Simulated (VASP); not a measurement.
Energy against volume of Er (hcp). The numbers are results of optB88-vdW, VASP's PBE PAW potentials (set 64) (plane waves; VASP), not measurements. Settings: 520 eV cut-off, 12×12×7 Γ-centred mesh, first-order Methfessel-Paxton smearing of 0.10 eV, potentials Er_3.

The 4f electrons are frozen in the core of the lanthanide potential, so 4f levels, which can set the real gap, and their magnetism are missing.

Shape and ions are relaxed at each volume.

| V (Å³/atom) | E (eV/atom) |
|---|---|
| 28.049 | -1.79622 |
| 28.944 | -1.80911 |
| 29.839 | -1.81364 |
| 30.734 | -1.81064 |

Task: Fit these four points and predict the energy of the run at 31.629 Å³/atom.

Result: A cubic in V^(−2/3), the third-order Birch-Murnaghan form, passes through the four points with V0 = 29.91 Å³/atom and B0 = 45 GPa, and gives -1.8009 eV/atom there. The run gave -1.8008 eV/atom, +0.1 meV/atom from the fit; all five points give B0 = 45 GPa.

The compound is Er in the hcp structure. It was relaxed first.
